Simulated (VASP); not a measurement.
Input of a VASP 6.6.1 run:

File INCAR:

```
ALGO = Normal
EDIFF = 1E-7
EDIFFG = -0.005
ENCUT = 600
GGA = PE
IBRION = 2
ISIF = 3
ISMEAR = 1
KPAR = 2
LASPH = T
LCHARG = F
LREAL = F
LWAVE = F
NELM = 80
NSW = 90
PREC = Accurate
SIGMA = 0.1
```

Contents of KPOINTS:

```
k-points
0
Gamma
  15 15 9
```

POSCAR

```
Ru                                      
1.0
    2.7175038146     -0.0000000000      0.0000000000
   -1.3587519073      2.3534273384      0.0000000000
   -0.0000000000     -0.0000000000      4.3012142630
  Ru            
     2
Direct
     0.3333333332999970    0.6666666667000030    0.2500000000000000
     0.6666666667000030    0.3333333332999970    0.7500000000000000
```

Potentials or basis: VASP PAW PBE potentials, release 64 (Ru_pv).

Command:

```bash
$ cat potpaw_PBE.64/Ru_pv/POTCAR > POTCAR
$ mpirun -np 2 vasp_std > vasp.out
```

(1) What does it give for the space group after relaxing (to 0.05 Å)?

(2) Predict the relaxed volume.

(3) Predict the relaxed cell.

Answers

(1) P6_3/mmc (No. 194).

(2) 13.76 Å³/atom.

(3) a = 2.718 Å, b = 2.718 Å, c = 4.301 Å, α = 90.00°, β = 90.00°, γ = 120.00°.
